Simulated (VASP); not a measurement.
Here is the system:

```yaml
crystal:
  lattice:
    - [0.00000, 3.26228, 3.26228]
    - [3.26228, 0.00000, 3.26228]
    - [3.26228, 3.26228, 0.00000]
  atoms:
    - { symbol: Na, position: [0.00000, 0.00000, 0.00000] }
    - { symbol: I, position: [0.50000, 0.50000, 0.50000] }
```

Calculation: TPSS meta-GGA, VASP's PBE PAW potentials (set 64) (plane waves; VASP). Settings: 520 eV cut-off, 7×7×7 Γ-centred mesh, Gaussian smearing of 0.050 eV, potentials Na_pv I.

Unless said otherwise, spin-orbit coupling is left out, though it shifts the bands of the heavy elements here.

Question: Predict the energy per atom (σ→0), band gap (on the k-mesh) with the smallest direct gap where there is one.

Answer: 
```yaml
band gap (on the k-mesh): 3.88 eV
smallest direct gap (on the k-mesh): 3.88 eV
energy per atom (σ→0): -8.455 eV/atom
```

The compound is NaI in the rock salt structure. It was relaxed first.
